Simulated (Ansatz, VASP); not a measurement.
# Cross-check of Al between VASP and Ansatz

One calculation is typed for both programs; each brings its own data sets. How far apart do they land? Of the first pair: The structure shown is the start of the Ansatz relaxation below; VASP solves that cell, so the two are compared at the walk's first step.

Method: plane waves, with VASP 6.6.1 beside it; single point at PBEsol, in Ansatz 0.2.0.

### 1. Set-up

The cell holds 8 atoms: 8 Al. Cell: a = 2.864 Å, b = 2.864 Å, c = 28.175 Å, α = 90.0°, β = 90.0°, γ = 90.0°. It derives from Al. As first built, before any earlier steps moved the atoms (in the runner's words): stoichiometric True; symmetric True; series ['metal Al100', 8, 'layers']. Vacuum lies along c.

### 2. Ansatz: relaxation, PBEsol

Ansatz runs on its PAW soft_1 files.

The two programs are compared at the cell with which this relaxation starts, whose forces are those of its first step.

input.yaml

```yaml
crystal:
  lattice:
    - [2.8637824638, 0.0, 0.0]
    - [0.0, 2.8637824638, 0.0]
    - [0.0, 0.0, 28.175]
  atoms:
    - { symbol: Al, position: [0.0, 0.0, 0.751552795] }
    - { symbol: Al, position: [0.5, 0.5, 0.679680568] }
    - { symbol: Al, position: [0.0, 0.0, 0.607808341] }
    - { symbol: Al, position: [0.5, 0.5, 0.535936114] }
    - { symbol: Al, position: [0.0, 0.0, 0.464063886] }
    - { symbol: Al, position: [0.5, 0.5, 0.392191659] }
    - { symbol: Al, position: [0.0, 0.0, 0.320319432] }
    - { symbol: Al, position: [0.5, 0.5, 0.248447205] }
kpoints:
  mp_grid: { grid: [10, 10, 1] }
scf:
  occupations: { method: fermi_dirac, width: 0.05 }
  n_extra_bands: 8
hamiltonian:
  xc: pbesol
  pseudopotentials: { kind: paw, azcp: { folder: soft_1 }, xc_functional: pbe }
output:
  forces: true
  write_potential: true
  volumetric_format: []
relax:
  f_tol: 0.03
  max_steps: 45
  constraints: [{ sites: [3, 4] }]
```

On the command line:

```
ansatz run input.yaml --threads 4 --pin off --max-ram 11264MiB --backend cpu --events-out ev --progress --plain --runs-dir out
```

Numbers of over 12 decimals in the logs are rounded to 6 here.

Output:

```text
scf.n_extra_bands = 8 over 12 filled bands (N_el = 24.0): the run solves 20 bands
Engine: ansatz 0.2.0, aarch64-unknown-linux-gnu
Pseudopotentials: kind: paw
Pseudopotential: Al, paw, valence charge 3, recommended cutoff 420 eV (normal), soft_1/Al.paw.azcp
Functional definition: PBEsol
  exchange = pbesol_x
  correlation = pbesol_c
Crystal: 8 atoms, lattice volume = 231.070 Å³
Basis set: ecut = 420 eV, 4491 PW (Γ), exchange–correlation on 40×40×384 points (8 copies of the dense FFT grid, shifted against one another)
Bands: 20, of which v1, the nominal top of the filled ones, is band 12 counted from 1 (11 counted from 0)
Symmetry: 16 space group operations
Space group: P4/nmm (ITA 129), of the structure as read, at distance tolerance 6.1e-5 Å
k-points: 21 of 100
Non-local potential: Al, projectors of the file, l = 0: 2, l = 1: 2, l = 2: 1
PAW form: soft (Blöchl's): semilocal exchange-correlation on the pseudo side does not see the compensation charge
PAW frozen core: Al, regenerated for the run's functional, and the local potential with it (the file was generated under x = pbe(κ = 0.804, μ = 0.219515), c = pbe(β = 0.066725))
PAW one-centre angular grid: Al, 110 points (default); XC on 64 Gauss nodes
Initial density: superposition of atomic densities (neutral atoms: chi_scale 0, normalization atom)
Initial wavefunctions: pseudopotential atomic-orbital guess
Functional: x = pbesol(κ = 0.804, μ = 0.123457), c = pbesol(β = 0.046)
SCF iter   1: F=—  HF=-4196.217745 eV  |F-HF|=—  |Δ(HF+E_count)|=         —  Δρ=1.99e-2  dr2=1.20e1  ethr=3.10e-3  ⟨swp⟩=9.2  Hψ=3004  notcnv=0  defer=2
preconditioner: auto → LDOS  [metal: Δε(μ)=0.047 eV  Ē_g=6.756 eV  σ=0.050 eV  W_gap=0.22  n_scr=16 (ndim 8)  ℏωp=12.0 eV  f_vac=0.320  D(μ)=3.06/eV (n_scr^D=12)  β→1.0]
SCF iter   2: F=—  HF=-4196.261243 eV  |F-HF|=—  |Δ(HF+E_count)|=   4.35e-2  Δρ=1.64e-2  dr2=1.94e1  ethr=3.10e-3  ⟨swp⟩=5.1  Hψ=1239  notcnv=0  defer=28
SCF iter   3: F=—  HF=-4195.255382 eV  |F-HF|=—  |Δ(HF+E_count)|=    1.01e0  Δρ=3.07e-3  dr2=2.99e-2  ethr=3.10e-3  ⟨swp⟩=4.6  Hψ=1161  notcnv=0  defer=24
SCF iter   4: F=—  HF=-4195.244311 eV  |F-HF|=—  |Δ(HF+E_count)|=   1.11e-2  Δρ=6.49e-4  dr2=3.84e-3  ethr=1.25e-4  ⟨swp⟩=3.1  Hψ=844  notcnv=0  defer=24
SCF iter   5: F=—  HF=-4195.244390 eV  |F-HF|=—  |Δ(HF+E_count)|=   7.90e-5  Δρ=1.41e-4  dr2=1.72e-4  ethr=1.60e-5  ⟨swp⟩=1.9  Hψ=535  notcnv=0  defer=24
SCF iter   6: F=-4195.244424 eV  HF=-4195.244425 eV  |F-HF|=3.90e-7  |Δ(HF+E_count)|=   3.43e-5  Δρ=2.50e-5  dr2=3.54e-6  ethr=9.38e-8  ⟨swp⟩=11.1  Hψ=3707  notcnv=0
SCF 1 converged in 6 iterations: F = -4195.244424 eV  dr2 = 3.54e-6
  greatest PAW one-centre occupation: 0.482 electrons in one spin orbital (limit 2), on the Al atom at site 7 (counted from 0), in its partial waves of l = 0
relax step   1: F+E_penalty+E_count = -4195.24442435 eV  Δ(F+E_penalty+E_count) = +0.000e0 eV  max|allowed force component| = 1.437e-1 eV/Å  Δτ_max = 0.0000 Å  (6 SCF iters, dr2 threshold 2.25e-5 eV, accepted)
[...]
relax step   2: F+E_penalty+E_count = -4195.24778773 eV  Δ(F+E_penalty+E_count) = -3.363e-3 eV  max|allowed force component| = 6.529e-2 eV/Å  Δτ_max = 0.0416 Å  (5 SCF iters, dr2 threshold 1.29e-6 eV, accepted)
[...]
relax step   3: F+E_penalty+E_count = -4195.24893593 eV  Δ(F+E_penalty+E_count) = -1.148e-3 eV  max|allowed force component| = 6.772e-3 eV/Å  Δτ_max = 0.0173 Å  (5 SCF iters, accepted)
NSCF: frozen V_eff on 21 k-points
the band table was solved once a step of the walk had ended and its energy, with any forces and stress, was formed, with the checks that follow a solve (3580 applications of the Hamiltonian). They found nothing against the state; the energy, forces and stress were not computed again (output.eigenvalues in the input reference)
WARN: The output density's exchange-correlation potential varies sharply where the density is thin. Do not read a vacuum level from v_tot or v_xc, or from such a field of the output density. On a cell that repeats whose density bears no net charge and no dipole along the vacuum's axis use v_es (v_loc + v_h of the components); under efield.dipole_correction with no amplitude use v_es + v_field, which holds any externa [...]
SCF converged after 5 iterations
Free energy (F): -4195.248936 eV
Harris-Foulkes:  -4195.248936 eV  (|F-HF|=1.50e-9)
Internal energy: -4195.220991 eV  (E = F + TS)
E sigma→0 (E₀):  -4195.234964 eV
Entropy (-TS):   -0.027945 eV (-3.493 meV/atom)
Fermi energy:    2.745862 eV
--- Per-component energies (eV) ---
  E_band       = -36.779610
  E_kinetic    = 174.401455
  E_local      = -5266.493790  (includes V_loc(G=0)·N_el)
  E_nonlocal   = 80.987873
  E_hartree    = 2615.954521
  E_xc         = -295.753028
  E_vxc        = -230.177383  (∫ρ·V_xc dr)
  E_paw        = -3653.439793  (= ΣΔE_a)
  E_vpaw       = -27.408276  (= ΣTr[D̂ρ^β])
  E_aug_tail   = -0.000020  (compensation charges beyond the density's cutoff)
  E_ewald      = 2148.968678
  E_core_change = 0.153112  (= ΣΔE_core)
  E_smearing   = -0.027945  (= −TS)
  E_closure    = -0.000000  (closes the sum)
  Σ components = -4195.248936   (vs F -4195.248936, Δ=0.00e0)
--- Forces (eV/Å), atoms counted from 1 ---
  atom   1  Al     0.00000000     0.00000000    -0.00227980
  atom   2  Al     0.00000000     0.00000000     0.00677245
  atom   3  Al     0.00000000     0.00000000    -0.00443129
  atom   4  Al     0.00000000     0.00000000    -0.12225735
  atom   5  Al     0.00000000     0.00000000     0.12225735
  atom   6  Al     0.00000000     0.00000000     0.00443129
  atom   7  Al     0.00000000     0.00000000    -0.00677245
  atom   8  Al     0.00000000     0.00000000     0.00227980
  max |Σ_I F_I| component: 6.51e-18 eV/Å
--- Band table (eV; the first three rows and the last of 21) ---
  k-point 0: bands = [... 8 lower, 0.3814, 2.7257, 4.5002, 6.0269, 6.7142, 7.8400, 7.9965, 8.0347, ... 4 higher]
  k-point 1: bands = [... 8 lower, 0.5481, 2.8913, 4.6565, 5.5507, 5.9433, 6.1668, 6.5443, 6.8963, ... 4 higher]
  k-point 2: bands = [... 8 lower, 1.0472, 2.7575, 3.1898, 3.4745, 3.7998, 4.5705, 5.2165, 5.6532, ... 4 higher]
  k-point 20: bands = [... 8 lower, 1.6003, 1.6003, 1.6441, 1.6441, 2.1962, 2.1962, 2.7102, 2.7102, ... 4 higher]
--- Relaxed structure (3 steps of the walk, 3 accepted, 0 SCFs on fresh bases) ---
  F+E_penalty+E_count = -4195.24893593 eV   max|allowed force component| = 6.772e-3 eV/Å
  atoms:
    - { symbol: Al, position: [0, 0, 0.752415] }
    - { symbol: Al, position: [0.5, 0.5, 0.680347] }
    - { symbol: Al, position: [0, 0, 0.607260] }
    - { symbol: Al, position: [0.5, 0.5, 0.535936114] }
    - { symbol: Al, position: [0.0, 0.0, 0.464063886] }
    - { symbol: Al, position: [0.5, 0.5, 0.392740] }
    - { symbol: Al, position: [0, 0, 0.319653] }
    - { symbol: Al, position: [0.5, 0.5, 0.247585] }
```

The column dr2 measures how far the density is from self-consistency, as an energy; F and HF (Harris–Foulkes) agree once it is small.

### 3. VASP: single point, PBEsol, start cell, pair 1

The same cell, functional, mesh and smearing now go to VASP, with its own data sets.

Lines of VASP's logs that name or quote its potential files are left out, and so is its time.

INCAR

```
SYSTEM = Al
PREC = Accurate
ENCUT = 400
EDIFF = 1E-06
NELM = 120
ISMEAR = -1
SIGMA = 0.05
LREAL = .FALSE.
ALGO = Normal
GGA = PS
NBANDS = 20
LORBIT = 11
LWAVE = .FALSE.
LCHARG = .FALSE.
ISIF = 2
LASPH = .TRUE.
GGA_COMPAT = .FALSE.
KPAR = 2
```

POSCAR

```
Al
1.0
    2.8637824638      0.0000000000      0.0000000000
    0.0000000000      2.8637824638      0.0000000000
    0.0000000000      0.0000000000     28.1750000000
Al
8
Direct
    0.0000000000      0.0000000000      0.7515527950
    0.4999999190      0.4999999190      0.6796805679
    0.0000000000      0.0000000000      0.6078083407
    0.4999999190      0.4999999190      0.5359361136
    0.0000000000      0.0000000000      0.4640638864
    0.4999999190      0.4999999190      0.3921916593
    0.0000000000      0.0000000000      0.3203194321
    0.4999999190      0.4999999190      0.2484472050
```

KPOINTS

```
Automatic mesh
0
Gamma
10 10 1
0 0 0
```

The projector-augmented-wave data sets are Al (PBE family, release 64).

On the command line:

```
mpirun -np 2 vasp_std
```

Output:

```text
[banner, memory and clock lines left out]
running    2 mpi-ranks, on    1 nodes
 distrk:  each k-point on    1 cores,    2 groups
 distr:  one band on    1 cores,    1 groups

 POSCAR found type information on POSCAR Al
 POSCAR found :  1 types and       8 ions
|                                                                             |
|               ----> ADVICE to this user running VASP <----                  |
|                                                                             |
|     You enforced a specific xc type in the INCAR file but a different       |
|     [... a line on the potential file left out ...]
|     I HOPE YOU KNOW WHAT YOU ARE DOING!                                     |
|                                                                             |

 LDA part: xc-table for (Slater+PW92), standard interpolation
 POSCAR, INCAR and KPOINTS ok, starting setup
 FFT: planning ... GRIDC
 FFT: planning ... GRID_SOFT
 FFT: planning ... GRID
 WAVECAR not read
 entering main loop
       N       E                     dE             d eps       ncg     rms          rms(c)
DAV:   1     0.389493458040E+02    0.38949E+02   -0.69209E+03   848   0.733E+02
DAV:   2    -0.289073280580E+02   -0.67857E+02   -0.65151E+02  1148   0.123E+02
DAV:   3    -0.323564752698E+02   -0.34491E+01   -0.33433E+01  1160   0.256E+01
DAV:   4    -0.324805371921E+02   -0.12406E+00   -0.12242E+00  1336   0.573E+00
DAV:   5    -0.324840149651E+02   -0.34778E-02   -0.34747E-02  1240   0.869E-01    0.415E+00
DAV:   6    -0.333060382874E+02   -0.82202E+00   -0.20220E+01  1156   0.138E+01    0.365E+00
DAV:   7    -0.316906670899E+02    0.16154E+01   -0.11416E+01  1044   0.124E+01    0.202E+00
DAV:   8    -0.316141385504E+02    0.76529E-01   -0.10295E+00  1000   0.350E+00    0.607E-01
DAV:   9    -0.315919629724E+02    0.22176E-01   -0.80246E-02  1056   0.146E+00    0.338E-01
DAV:  10    -0.315906697150E+02    0.12933E-02   -0.10477E-02  1080   0.493E-01    0.274E-01
DAV:  11    -0.315901565670E+02    0.51315E-03   -0.18665E-03  1056   0.216E-01    0.121E-01
DAV:  12    -0.315895125378E+02    0.64403E-03   -0.10610E-03   996   0.134E-01    0.584E-02
DAV:  13    -0.315894386665E+02    0.73871E-04   -0.43341E-04  1012   0.880E-02    0.494E-02
DAV:  14    -0.315892551667E+02    0.18350E-03   -0.48672E-04   992   0.784E-02    0.309E-02
DAV:  15    -0.315893902456E+02   -0.13508E-03   -0.88406E-05  1008   0.465E-02    0.159E-02
DAV:  16    -0.315895898361E+02   -0.19959E-03   -0.39758E-05   960   0.230E-02    0.198E-02
DAV:  17    -0.315897256435E+02   -0.13581E-03   -0.10471E-05   948   0.131E-02    0.836E-03
DAV:  18    -0.315898380083E+02   -0.11236E-03   -0.11310E-05   936   0.107E-02    0.161E-02
DAV:  19    -0.315898572456E+02   -0.19237E-04   -0.20258E-06   852   0.646E-03    0.342E-03
DAV:  20    -0.315898963959E+02   -0.39150E-04   -0.42578E-06   788   0.472E-03    0.367E-03
DAV:  21    -0.315899003167E+02   -0.39208E-05   -0.20229E-07   656   0.200E-03    0.652E-04
DAV:  22    -0.315899017467E+02   -0.14300E-05   -0.64107E-08   584   0.993E-04    0.403E-04
DAV:  23    -0.315899024345E+02   -0.68775E-06   -0.37357E-08   596   0.732E-04
   1 F= -.31589902E+02 E0= -.31575048E+02  d E =-.297093E-01
```

Parts of OUTCAR (step 3):

```text
ion  position               nearest neighbor table
   1  0.000  0.000  0.752-   2 2.86   2 2.86   2 2.86   2 2.86
   2  0.500  0.500  0.680-   1 2.86   3 2.86   1 2.86   1 2.86   3 2.86   3 2.86   1 2.86   3 2.86

  LATTYP: Found a simple tetragonal cell.
 ALAT       =     2.8637824638
 C/A-ratio  =     9.8383869432

 Subroutine GETGRP returns: Found 16 space group operations
 (whereof  8 operations were pure point group operations)

The static configuration has the point symmetry C_4v.
 The point group associated with its full space group is D_4h.

 Found     21 irreducible k-points:

   k-points           NKPTS =     21   k-points in BZ     NKDIM =     21   number of bands    NBANDS=     20

   dimension x,y,z NGX =    20 NGY =   20 NGZ =  192
   dimension x,y,z NGXF=    40 NGYF=   40 NGZF=  384

   ENCUT  =  400.0 eV  29.40 Ry    5.42 a.u.   4.67  4.67 45.95*2*pi/ulx,y,z

   NELECT =      24.0000    total number of electrons

 k-points in reciprocal lattice and weights: Automatic mesh
   0.00000000  0.00000000  0.00000000       0.010
   0.10000000  0.00000000  0.00000000       0.040
   0.20000000  0.00000000  0.00000000       0.040
   0.30000000  0.00000000  0.00000000       0.040
   0.40000000  0.00000000  0.00000000       0.040
   0.50000000  0.00000000  0.00000000       0.020
   0.10000000  0.10000000  0.00000000       0.040
   0.20000000  0.10000000  0.00000000       0.080
   0.30000000  0.10000000  0.00000000       0.080
[...]
0.50000000  0.40000000  0.00000000       0.040
   0.50000000  0.50000000  0.00000000       0.010

 average (electrostatic) potential at core
       1 -77.5338       2 -77.5728       3 -77.5952       4 -77.5312       5 -77.5312
       6 -77.5952       7 -77.5728       8 -77.5338

 E-fermi :   2.7897

 k-point     1 :       0.0000    0.0000    0.0000
  band No.  band energies     occupation
    ...
      6      -3.9230      2.00000
      7      -2.4095      2.00000
      8      -0.6540      2.00000
      9       0.4338      2.00000
     10       2.7931      0.96567
     11       4.5885      0.00000
     12       6.0965      0.00000
     13       6.7762      0.00000
     14       7.9121      0.00000
     15       8.0522      0.00000
    ...

 k-point     2 :       0.1000    0.0000    0.0000
  band No.  band energies     occupation
    ...
      5      -5.0534      2.00000
      6      -3.7475      2.00000
      7      -2.2354      2.00000
      8      -0.4806      2.00000
      9       0.6007      2.00000
     10       2.9585      0.06611
     11       4.7420      0.00000
     12       5.5869      0.00000
     13       5.9381      0.00000
     14       6.2305      0.00000
    ...

 k-point     3 :       0.2000    0.0000    0.0000
  band No.  band energies     occupation
    ...
      6      -3.2224      2.00000
      7      -1.7149      2.00000
      8       0.0360      2.00000
      9       1.1002      2.00000
     10       2.7893      1.00423
     11       3.1764      0.00088
     12       3.5407      0.00000
     13       3.8167      0.00000
     14       4.6309      0.00000
     15       5.3085      0.00000
    ...

  Total       -3.4447006     -3.4447006      0.1611024      0.0000000      0.0000000      0.0000000
  in kB      -23.8846061    -23.8846061      1.1170398      0.0000000      0.0000000      0.0000000
  external PRESSURE =     -15.5507241 kB  Pullay stress =       0.0000000 kB

  energy-cutoff  :      400.00
  volume of cell :      231.07
      direct lattice vectors                 reciprocal lattice vectors
     2.863782464  0.000000000  0.000000000     0.349188534  0.000000000  0.000000000
     0.000000000  2.863782464  0.000000000     0.000000000  0.349188534  0.000000000
     0.000000000  0.000000000 28.175000000     0.000000000  0.000000000  0.035492458

 POSITION                                       TOTAL-FORCE (eV/Angst)
 -----------------------------------------------------------------------------------
      0.00000      0.00000     21.17500         0.000000      0.000000      0.037488
      1.43189      1.43189     19.15000         0.000000     -0.000000      0.070374
      0.00000      0.00000     17.12500         0.000000     -0.000000     -0.143752
      1.43189      1.43189     15.10000         0.000000     -0.000000     -0.093310
      0.00000      0.00000     13.07500         0.000000      0.000000      0.093310
      1.43189      1.43189     11.05000         0.000000     -0.000000      0.143752
      0.00000      0.00000      9.02500         0.000000      0.000000     -0.070374
      1.43189      1.43189      7.00000         0.000000     -0.000000     -0.037488
 -----------------------------------------------------------------------------------
    total drift:                               -0.000020     -0.000020      0.000017

  FREE ENERGIE OF THE ION-ELECTRON SYSTEM (eV)
  ---------------------------------------------------
  free  energy   TOTEN  =       -31.5899024345 eV

  energy  without entropy=      -31.5601931612  energy(sigma->0) =      -31.57504780

 total charge
# of ion       s       p       d       tot
------------------------------------------
    1        0.471   0.291   0.000   0.762
    2        0.431   0.338   0.000   0.769
    3        0.432   0.335   0.000   0.768
    4        0.431   0.338   0.000   0.769
    5        0.431   0.338   0.000   0.769
    6        0.432   0.335   0.000   0.768
    7        0.431   0.338   0.000   0.769
    8        0.471   0.291   0.000   0.762
--------------------------------------------------
tot          3.530   2.606   0.000   6.136

[... 3 further parts left out ...]
```

### 4. Differences

Known differences besides the potentials themselves: the cutoff is 420 eV in Ansatz and 400 eV in VASP; Ansatz makes its cores anew for this functional, VASP keeps those of its PBE data sets. Total energies have different zeros and are not compared.

Forces (eV/Å; atoms numbered as in POSCAR):

```csv
atom,"Ansatz x, y, z","VASP x, y, z"
Al1,"0.000, 0.000, 0.033","0.000, 0.000, 0.037"
Al2,"0.000, 0.000, 0.071","0.000, 0.000, 0.070"
Al3,"0.000, 0.000, -0.144","0.000, 0.000, -0.144"
Al4,"0.000, 0.000, -0.093","0.000, 0.000, -0.093"
Al5,"0.000, 0.000, 0.093","0.000, 0.000, 0.093"
Al6,"0.000, 0.000, 0.144","0.000, 0.000, 0.144"
Al7,"0.000, 0.000, -0.071","0.000, 0.000, -0.070"
Al8,"0.000, 0.000, -0.033","0.000, 0.000, -0.037"
```

The forces differ by 1.3 meV/Å r.m.s., which is 2.3 % of the r.m.s. force of 0.055 eV/Å (both taken over all components). With vacuum in the cell, a pressure given here is an average over mostly empty space and none of the material.

(Continued in part 2 of 2.)

[Lines on the potential files, build, host, timing and source positions are cut from VASP's logs without a mark.]

[Logs are printed without paths, hosts, clocks, repeated set-up lines and the standing remarks that a program may print on its own settings, such as how far it seeks lower states.]

[Hosts, paths, dates, database ids (printed as entryN), source tags and the programs' standing remarks are cut or masked in the printed files.]
